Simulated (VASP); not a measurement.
Here is the system:

```yaml
crystal:
  lattice:
    - [0.00000, 2.51253, 2.51253]
    - [2.51253, 0.00000, 2.51253]
    - [2.51253, 2.51253, 0.00000]
  atoms:
    - { symbol: Hf, position: [0.00000, 0.00000, 0.00000] }
    - { symbol: O, position: [0.25000, 0.25000, 0.25000] }
    - { symbol: O, position: [0.75000, 0.75000, 0.75000] }
```

Method: MS2 meta-GGA, VASP's PBE PAW potentials (set 64) (plane waves; VASP 6.6.1). Settings: 520 eV cut-off, 9×9×9 Γ-centred mesh, tetrahedra with Blöchl corrections, potentials Hf_pv O.

Unless said otherwise, spin-orbit coupling is left out, though it shifts the bands of the heavy elements here.

Give the energies of bands 6 to 14 at the high-symmetry points, in eV from the valence-band maximum.

```json
[
 {"band": "6", "Γ": "-5.58", "X": "-6.73", "U": "-6.04", "L": "-4.50", "W": "-5.51"},
 {"band": "7", "Γ": "-5.58", "X": "-3.58", "U": "-4.17", "L": "-4.50", "W": "-5.25"},
 {"band": "8", "Γ": "-5.58", "X": "-3.58", "U": "-3.47", "L": "-3.17", "W": "-2.66"},
 {"band": "9", "Γ": "-0.64", "X": "-1.60", "U": "-2.35", "L": "-2.85", "W": "-2.66"},
 {"band": "10", "Γ": "-0.64", "X": "-1.60", "U": "-1.36", "L": "-1.89", "W": "-1.45"},
 {"band": "11", "Γ": "-0.64", "X": "0.00", "U": "-0.36", "L": "-1.89", "W": "-0.22"},
 {"band": "12", "Γ": "4.09", "X": "4.00", "U": "4.55", "L": "4.84", "W": "5.07"},
 {"band": "13", "Γ": "4.09", "X": "5.74", "U": "5.68", "L": "4.84", "W": "5.39"},
 {"band": "14", "Γ": "6.17", "X": "7.17", "U": "7.45", "L": "7.52", "W": "7.62"}
]
```

The gap is direct, 4.00 eV, from the valence maximum at X to the conduction minimum at X.

The compound is HfO2 in the fluorite structure, the high-temperature cubic form, which is unstable at 0 K; the monoclinic form is the stable one. It was relaxed first.
